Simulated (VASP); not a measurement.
Level of theory: PBE GGA, VASP's PBE PAW potentials (set 64) (plane waves; VASP).

VASP input:

### INCAR
```
ALGO=Normal
ISIF=3   # ions, shape and volume
PREC=Accurate
GGA=PE   # PBE
LCHARG=.False.
NELM=100
SYSTEM=NaF
ENCUT=600   # plane-wave cut-off (eV)
EDIFFG=-0.01   # ionic stop
EDIFF=1E-7   # SCF stop (eV)
NSW=40   # most ionic steps
LASPH=.True.   # aspherical one-centre terms
LREAL=.False.   # projection in real space or not
IBRION=2
ISMEAR=0
LWAVE=.False.
PSTRESS=50   # kbar
SIGMA=0.05
```

File KPOINTS:
```
Automatic mesh
0
Gamma
10 10 10
0 0 0
```

File POSCAR:
```
NaF
1
    0.0000000000     2.3460490615     2.3460490615
    2.3460490615     0.0000000000     2.3460490615
    2.3460490615     2.3460490615     0.0000000000
Na F
1 1
Direct
  0.0000000000   0.0000000000   0.0000000000
  0.5000000000   0.5000000000   0.5000000000
```

POTCAR, in this order: Na_pv F (PBE.64 set). Program: vasp_std.

Output of the run:

**OUTCAR**
```
 ion  position               nearest neighbor table
   1  0.000  0.000  0.000-   2 2.35   2 2.35   2 2.35   2 2.35   2 2.35   2 2.35
   2  0.500  0.500  0.500-   1 2.35   1 2.35   1 2.35   1 2.35   1 2.35   1 2.35
  LATTYP: Found a face centered cubic cell.
 ALAT       =     4.6920981230
 Subroutine PRICEL returns:
 Original cell was already a primitive cell.
 Subroutine GETGRP returns: Found 48 space group operations
The static configuration has the point symmetry O_h .
The dynamic configuration has the point symmetry O_h .
 Subroutine INISYM returns: Found 48 space group operations
 Subroutine IBZKPT returns following result:
 Found     47 irreducible k-points:

 Following reciprocal coordinates:
            Coordinates               Weight
  0.000000  0.000000  0.000000      1.000000
  0.100000  0.000000  0.000000      8.000000
  0.200000  0.000000  0.000000      8.000000
  0.300000  0.000000  0.000000      8.000000
  0.400000  0.000000  0.000000      8.000000
  0.500000  0.000000  0.000000      4.000000
  0.100000  0.100000  0.000000      6.000000
  0.200000  0.100000  0.000000     24.000000
  0.300000  0.100000  0.000000     24.000000
  0.400000  0.100000  0.000000     24.000000
  0.500000  0.100000  0.000000     24.000000
 -0.400000  0.100000  0.000000     24.000000
 -0.300000  0.100000  0.000000     24.000000
 -0.200000  0.100000  0.000000     24.000000
 -0.100000  0.100000  0.000000     12.000000
  0.200000  0.200000  0.000000      6.000000
  0.300000  0.200000  0.000000     24.000000
  0.400000  0.200000  0.000000     24.000000
  0.500000  0.200000  0.000000     24.000000
 -0.400000  0.200000  0.000000     24.000000
 -0.300000  0.200000  0.000000     24.000000
 -0.200000  0.200000  0.000000     12.000000
  0.300000  0.300000  0.000000      6.000000
  0.400000  0.300000  0.000000     24.000000
...
```

### OSZICAR
```
       N       E                     dE             d eps       ncg     rms          rms(c)
DAV:   1     0.119325357887E+03    0.11933E+03   -0.89220E+03  1046   0.170E+03
DAV:   2    -0.227912503292E+01   -0.12160E+03   -0.11148E+03  1120   0.390E+02
DAV:   3    -0.939882198060E+01   -0.71197E+01   -0.70891E+01  1178   0.935E+01
DAV:   4    -0.947160868264E+01   -0.72787E-01   -0.72775E-01  1166   0.103E+01
DAV:   5    -0.947241406151E+01   -0.80538E-03   -0.80537E-03  1154   0.111E+00    0.542E+00
DAV:   6    -0.858097149752E+01    0.89144E+00   -0.39097E+00  1242   0.186E+01    0.188E+00
DAV:   7    -0.856899162435E+01    0.11980E-01   -0.31709E-02  1052   0.264E+00    0.105E+00
DAV:   8    -0.857019373547E+01   -0.12021E-02   -0.30661E-02  1052   0.458E+00    0.127E-01
DAV:   9    -0.857114680332E+01   -0.95307E-03   -0.44360E-03  1154   0.718E-01    0.982E-02
DAV:  10    -0.857103681900E+01    0.10998E-03   -0.63769E-04  1100   0.340E-01    0.959E-03
DAV:  11    -0.857103486217E+01    0.19568E-05   -0.17661E-05  1175   0.960E-02    0.358E-03
DAV:  12    -0.857103511122E+01   -0.24905E-06   -0.14864E-06  1082   0.256E-02    0.154E-03
DAV:  13    -0.857103476273E+01    0.34849E-06   -0.27261E-07  1079   0.627E-03    0.348E-04
DAV:  14    -0.857103474749E+01    0.15243E-07   -0.13578E-08   637   0.262E-03
   1 F= -.77650985E+01 E0= -.77650985E+01  d E =-.776510E+01
       N       E                     dE             d eps       ncg     rms          rms(c)
DAV:   1    -0.900743090842E+01   -0.43640E+00   -0.85878E+00  1214   0.488E+01    0.533E+00
DAV:   2    -0.859832832414E+01    0.40910E+00   -0.17117E+00  1202   0.145E+01    0.146E+00
DAV:   3    -0.856984765786E+01    0.28481E-01   -0.68687E-02  1156   0.591E+00    0.755E-01
DAV:   4    -0.855824716155E+01    0.11600E-01   -0.10367E-02  1169   0.377E+00    0.136E-01
DAV:   5    -0.855771627709E+01    0.53088E-03   -0.15435E-03  1226   0.686E-01    0.347E-02
DAV:   6    -0.855761499377E+01    0.10128E-03   -0.24003E-04  1202   0.324E-01    0.150E-02
DAV:   7    -0.855761347430E+01    0.15195E-05   -0.14307E-05  1327   0.570E-02    0.431E-03
DAV:   8    -0.855761263743E+01    0.83688E-06   -0.10439E-06  1148   0.217E-02    0.252E-03
DAV:   9    -0.855761270668E+01   -0.69249E-07   -0.16450E-07   614   0.527E-03
   2 F= -.77974525E+01 E0= -.77974525E+01  d E =-.323540E-01
       N       E                     dE             d eps       ncg     rms          rms(c)
DAV:   1    -0.865076772633E+01   -0.93155E-01   -0.21494E+00  1217   0.249E+01    0.263E+00
DAV:   2    -0.855033530924E+01    0.10043E+00   -0.40228E-01  1202   0.711E+00    0.720E-01
DAV:   3    -0.854321231537E+01    0.71230E-02   -0.14370E-02  1165   0.301E+00    0.369E-01
DAV:   4    -0.854035411259E+01    0.28582E-02   -0.23409E-03  1172   0.185E+00    0.604E-02
DAV:   5    -0.854023682522E+01    0.11729E-03   -0.34910E-04  1194   0.333E-01    0.159E-02
DAV:   6    -0.854021399695E+01    0.22828E-04   -0.51312E-05  1193   0.149E-01    0.684E-03
DAV:   7    -0.854021362239E+01    0.37456E-06   -0.29091E-06  1116   0.250E-02    0.214E-03
DAV:   8    -0.854021334801E+01    0.27438E-06   -0.24842E-07  1109   0.106E-02    0.118E-03
DAV:   9    -0.854021338102E+01   -0.33010E-07   -0.31513E-08   526   0.223E-03
   3 F= -.78020108E+01 E0= -.78020108E+01  d E =-.369123E-01
```

### OUTCAR
```
------------------------ aborting loop because EDIFF is reached ----------------------------------------
  FORCE on cell =-STRESS in cart. coord.  units (eV):
  Direction    XX          YY          ZZ          XY          YZ          ZX
  --------------------------------------------------------------------------------------
  Total        0.7242440      0.7242440      0.7242440      0.0000000     -0.0000000      0.0000000
  in kB       49.0545584     49.0545584     49.0545584      0.0000000     -0.0000000      0.0000000
  external PRESSURE =      -0.9454416 kB  Pullay stress =      50.0000000 kB
  volume of cell :       23.65
      direct lattice vectors                 reciprocal lattice vectors
     0.000000000  2.278393349  2.278393349    -0.219452888  0.219452888  0.219452888
     2.278393349  0.000000000  2.278393349     0.219452888 -0.219452888  0.219452888
     2.278393349  2.278393349  0.000000000     0.219452888  0.219452888 -0.219452888
  FREE ENERGIE OF THE ION-ELECTRON SYSTEM (eV)
  ---------------------------------------------------
  free  energy   TOTEN  =        -8.5402133810 eV

  energy  without entropy=       -8.5402133810  energy(sigma->0) =       -8.54021338
  enthalpy is  TOTEN    =        -7.8020108495 eV   P V=        0.7382025315

 reached required accuracy - stopping structural energy minimisation
```
(Selected blocks of OUTCAR.)

### CONTCAR
```
NaF
   1.00000000000000
     0.0000000000000000    2.2783933490423376    2.2783933490423376
     2.2783933490423376    0.0000000000000000    2.2783933490423376
     2.2783933490423376    2.2783933490423376    0.0000000000000000
  Na              F
     1     1
Direct
     0.0000000000000000    0.0000000000000000    0.0000000000000000
     0.5000000000000000    0.5000000000000000    0.5000000000000000
```

Energy and stress use the plane-wave basis of the starting cell.

The compound is NaF in the rock salt structure. This run relaxes it under an external pressure of 5 GPa. Symmetry was kept, so distortions that lower it aren't found.
